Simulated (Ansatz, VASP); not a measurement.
# Cross-check of H50C21S3O7 between VASP and Ansatz, part 2 of 2

One calculation is typed for both programs; each brings its own data sets. How far apart do they land? The structure shown is frame 133 of Ansatz's trajectory.

VASP 6.6.1 and Ansatz 0.2.0.

So far: The starting structure; Ansatz: dynamics, revPBE with D3(BJ).

### Step 3. VASP: single point, revPBE with D3(BJ)

Level of this step: revPBE with D3(BJ); plane waves and PAW (C, S, H, O) (VASP).

The same cell, functional, mesh and smearing now go to VASP, with its own data sets.

Lines of VASP's logs that name or quote its potential files are left out, and so is its time.

Input file INCAR:

```
SYSTEM = H50C21S3O7
PREC = Accurate
ENCUT = 520
EDIFF = 1E-06
NELM = 120
ISMEAR = 0
SIGMA = 0.05
LREAL = Auto
ALGO = Normal
GGA = RE
IVDW = 12
NBANDS = 160
LORBIT = 11
LWAVE = .FALSE.
LCHARG = .FALSE.
ISIF = 2
LASPH = .TRUE.
GGA_COMPAT = .FALSE.
EFERMI = MIDGAP
NCORE = 2
```

Input file POSCAR:

```
H50C21S3O7
1.0
    8.4801700000      0.0000000000      0.0000000000
    0.0000000000      8.4801700000      0.0000000000
    0.0000000000      0.0000000000     21.2225400000
C S H O
21 3 50 7
Direct
    0.8778833443      0.2140876893      0.5872906825
    0.8912439255      0.0440203439      0.6000648367
    0.7593715692      0.7289476508      0.5928084009
    0.9299223954      0.6680408530      0.5820886661
    0.5490691814      0.9952276900      0.5880634458
    0.4120790031      0.8790389815      0.5695689583
    0.0157308167      0.3388493391      0.0101118905
    0.1666476026      0.4330691484      0.9917238936
    0.4449910792      0.5829835958      0.0454092677
    0.3496392171      0.6874626334      0.0888112356
    0.4629388326      0.2137103384      0.9995664986
    0.3550518445      0.0767909134      0.9948243707
    0.3721269739      0.6510600613      0.8043853375
    0.2016586932      0.6410484695      0.7850426952
    0.8754423555      0.4749433089      0.8195201894
    0.8331554674      0.6136079819      0.8636854966
    0.1690650070      0.2878480030      0.7697382123
    0.2093590105      0.1498672786      0.8132155717
    0.3806055775      0.4056168685      0.5896890759
    0.8251485524      0.9522450611      0.7771595671
    0.7911633847      0.9409834944      0.9924401132
    0.7428506740      0.9300285254      0.5609413388
    0.3501226980      0.3792023037      0.0401035880
    0.0938542506      0.4608280259      0.8162029616
    0.7773900759      0.2696997820      0.6049134552
    0.9862656055      0.2847466501      0.6016480591
    0.8623412031      0.2212691491      0.5357935478
    0.9985849340      0.9823234676      0.5856509164
    0.8804304631      0.0298496374      0.6510248066
    0.6702224130      0.6561071299      0.5695548224
    0.7281693645      0.7535815909      0.6433160216
    0.9530587241      0.5577128760      0.6053186848
    0.0103535660      0.7530981101      0.5965544181
    0.9608852181      0.6420390157      0.5320381067
    0.5790803722      0.0220078135      0.6378925426
    0.5435150475      0.1030993482      0.5640512399
    0.3013972597      0.9397571039      0.5839404708
    0.4021263725      0.7774372448      0.5988255883
    0.4018669437      0.8592162657      0.5200461396
    0.0285878703      0.2874116910      0.0574059467
    0.0004481042      0.2372004335      0.9795877402
    0.9121279408      0.4151921483      0.0149020805
    0.1609283776      0.5578543826      0.0083665763
    0.1945951555      0.4415713364      0.9437795853
    0.5557789525      0.5569817586      0.0667026661
    0.4475617824      0.6147282425      0.9954180791
    0.4167605131      0.7980146624      0.0881374237
    0.2297595449      0.7206105538      0.0715936924
    0.3394861188      0.6377702334      0.1351393377
    0.5276191397      0.2566693828      0.9596542167
    0.5604958391      0.2053496569      0.0312969136
    0.2728718882      0.1036653746      0.9569401212
    0.4379275415      0.9725005513      0.9843543704
    0.2772468005      0.0454707866      0.0363717067
    0.3952043414      0.7374262544      0.8377460945
    0.4410760633      0.6822268893      0.7614969744
    0.4313474848      0.5373123416      0.8127585105
    0.1329336558      0.7349027201      0.8040696354
    0.1611406375      0.6369094016      0.7366695975
    0.8201486527      0.4794361434      0.7743135365
    0.8526126245      0.3569621835      0.8383869226
    0.8887911445      0.7213298790      0.8511657888
    0.7081225966      0.6217917801      0.8661969774
    0.8635322169      0.5930305642      0.9115873972
    0.2565278762      0.3484717877      0.7392894536
    0.0777107063      0.2591457483      0.7376167037
    0.1889938527      0.0460957740      0.7814003413
    0.1207876729      0.1276035740      0.8496862298
    0.3386606636      0.1474852509      0.8273232139
    0.3740844818      0.3067037571      0.5508765680
    0.8239929152      0.0333047569      0.8194730697
    0.9147929817      0.9026234144      0.0089480336
    0.6076175360      0.1920126601      0.7612660878
    0.5593284097      0.3361371293      0.7239566989
    0.2870225479      0.5183740420      0.5852174151
    0.4759574395      0.3735774165      0.6351690231
    0.7100801045      0.9653190915      0.7369476038
    0.9378349726      0.8572351734      0.7698136038
    0.7824253523      0.0631355268      0.9613222545
    0.6809651222      0.8551243666      0.0139314144
    0.5731842640      0.3015505585      0.7689230413
```

Input file KPOINTS:

```
Automatic mesh
0
Gamma
1 1 1
0 0 0
```

Potentials, in the order of the species: C, S, H and O (PBE family, release 64).

Launch:

```sh
$ mpirun -np 8 vasp_gam
```

Numbers of over 12 decimals in the logs are rounded to 6 here.

The program printed:

```text
[banner, memory and clock lines left out]
running    8 mpi-ranks, on    1 nodes
[...]
|                                                                             |
|               ----> ADVICE to this user running VASP <----                  |
|                                                                             |
|     You enforced a specific xc type in the INCAR file but a different       |
|     [... a line on the potential file left out ...]
|     I HOPE YOU KNOW WHAT YOU ARE DOING!                                     |
|                                                                             |

 LDA part: xc-table for (Slater+PW92), standard interpolation
 POSCAR, INCAR and KPOINTS ok, starting setup
[...]
entering main loop
       N       E                     dE             d eps       ncg     rms          rms(c)
DAV:   1     0.146195726328E+04    0.14620E+04   -0.86652E+04   328   0.102E+03
DAV:   2    -0.229296800184E+03   -0.16913E+04   -0.15967E+04   400   0.239E+02
DAV:   3    -0.461659626660E+03   -0.23236E+03   -0.23032E+03   416   0.909E+01
DAV:   4    -0.468690658750E+03   -0.70310E+01   -0.69985E+01   416   0.186E+01
[...]
DAV:  22    -0.423048854027E+03   -0.14281E-04   -0.16008E-06   304   0.345E-03    0.109E-03
DAV:  23    -0.423048856911E+03   -0.28833E-05   -0.45561E-07   312   0.214E-03    0.788E-04
DAV:  24    -0.423048857581E+03   -0.67071E-06   -0.21379E-07   280   0.144E-03
   1 F= -.42987070E+03 E0= -.42987070E+03  d E =0.000000E+00
```

Parts of OUTCAR (step 3):

```text
  FREE ENERGIE OF THE ION-ELECTRON SYSTEM (eV)
  ---------------------------------------------------
  free  energy   TOTEN  =      -429.8707046159 eV

  energy  without entropy=     -429.8707046159  energy(sigma->0) =     -429.87070462

[... 1 further part left out ...]
```

### Step 4. Differences

Known differences besides the potentials themselves: the cutoff is 420 eV in Ansatz and 520 eV in VASP (PREC = Accurate, projectors in real space); Ansatz makes its cores anew for this functional, VASP keeps those of its PBE data sets. Total energies have different zeros and are not compared.

Forces on 10 of the 81 atoms, those with the largest forces and the largest differences (eV/Å; atoms numbered as in POSCAR):

| atom | Ansatz x, y, z | VASP x, y, z |
| --- | --- | --- |
| C1 | 2.114, 1.069, -2.317 | 2.112, 1.085, -2.303 |
| C2 | 0.013, -1.057, 2.153 | -0.050, -1.114, 2.116 |
| C4 | -1.497, -0.746, -1.481 | -1.498, -0.743, -1.467 |
| C6 | -0.001, 2.256, 1.637 | 0.019, 2.247, 1.639 |
| C8 | -0.174, 0.715, 2.812 | -0.132, 0.684, 2.820 |
| C11 | 0.167, 1.924, 1.200 | 0.138, 1.971, 1.214 |
| C13 | 0.779, -1.963, -2.954 | 0.771, -1.959, -2.940 |
| O75 | -0.169, 0.279, -0.288 | -0.410, 0.562, -0.324 |
| O78 | 0.204, 0.375, 0.376 | 0.466, 0.159, 0.340 |
| O79 | -0.032, 1.429, -1.100 | -0.044, 1.777, -1.316 |

The forces differ by 64 meV/Å r.m.s., which is 7.6 % of the r.m.s. force of 0.843 eV/Å (both taken over all components). With vacuum in the cell, a pressure given here is an average over mostly empty space and none of the material.

### Step 5. Outcome

```json
{
  "r.m.s. force difference (single point, revPBE with D3(BJ))": "7.6 % of the r.m.s. force"
}
```

**Reading.** The r.m.s. force difference is 7.6 % of the r.m.s. force (single point, revPBE with D3(BJ)), beyond the 3 % picked in this series as the mark of a large difference. What causes the difference of the single point, revPBE with D3(BJ) pair stays open here. 2 further runs of this series are not shown here. How closely two codes agree says nothing of how well the functional describes the real material.

[Lines on the potential files, build, host, timing and source positions are cut from VASP's logs without a mark.]

[Logs are printed without paths, hosts, clocks, repeated set-up lines and the standing remarks that a program may print on its own settings, such as how far it seeks lower states.]

[Hosts, paths, dates, database ids (printed as entryN), source tags and the programs' standing remarks are cut or masked in the printed files.]
